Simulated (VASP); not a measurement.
## RuSe: single point with LDA+U

Crystal: RuSe.

```
Ru Se
1.0
     0.00000    2.67762    2.67762
     2.67762    0.00000    2.67762
     2.67762    2.67762    0.00000
Ru Se
1 1
Direct
  0.50000 0.50000 0.50000
  0.00000 0.00000 0.00000
```

The cell comes from a database or a generator and needn't be the stable form of this composition.

* Program: VASP 6.6.1
* Task: single point
* Functional: LDA
* Potentials or basis: VASP PAW LDA potentials, release 64 (Ru_pv, Se)
* Cutoff: 520 eV
* k mesh: 6 × 6 × 6
* Occupations: gaussian, width 0.05 eV
* Spin: collinear spin, ferromagnetic start
* Starting moments: [1.0, 0.0] μB
* Hubbard terms: Ru d U = 2 eV

```
Pressure                                              : -19.2 GPa
Band gap on the k mesh                                : none (metal or under the smearing width)
Net moment                                            : 0.99 μB per cell
Site moments                                          : Ru +0.86; Se +0.03 μB
Valence electrons inside the program's atomic spheres : Ru 12.44; Se 3.77
```

Levels at points of the mesh, in eV from the Fermi level:
Spin up:
| k point | band 8 | band 9 | band 10 | band 11 | band 12 | band 13 | band 14 | band 15 |
| --- | --- | --- | --- | --- | --- | --- | --- | --- |
| (0.00, 0.00, 0.00) | -1.78 | -1.78 | -1.28 | -1.28 | -1.28 | 2.57 | 9.75 | 11.47 |
| (0.50, 0.00, 0.00) | -1.23 | -1.23 | -0.66 | 3.24 | 3.24 | 3.54 | 6.77 | 6.77 |
| (0.50, 0.50, 0.00) | -2.80 | -1.29 | -0.95 | -0.95 | 0.11 | 2.28 | 8.26 | 11.20 |
Spin down:
| k point | band 7 | band 8 | band 9 | band 10 | band 11 | band 12 | band 13 | band 14 |
| --- | --- | --- | --- | --- | --- | --- | --- | --- |
| (0.00, 0.00, 0.00) | -1.51 | -1.21 | -1.21 | -1.21 | -1.01 | -1.01 | 2.72 | 9.80 |
| (0.50, 0.00, 0.00) | -4.12 | -0.37 | -0.37 | 0.12 | 3.62 | 3.78 | 3.78 | 6.92 |
| (0.50, 0.50, 0.00) | -2.72 | -2.53 | -0.48 | -0.06 | -0.06 | 0.91 | 2.53 | 8.63 |

Eigenvalues of the final occupation matrices:
```tsv
site	spin	trace	eigenvalues
site 1 d	1	3.51	0.50 0.50 0.83 0.83 0.83
site 1 d	2	2.64	0.34 0.34 0.65 0.65 0.65
```

Wall time 2.2 min on 1 thread of Intel(R) Xeon(R) Platinum 8375C CPU @ 2.90GHz (Ice Lake), with other jobs on the host, peak memory 0.16 GiB.

The state reached can hang on the start; a lower one may exist.
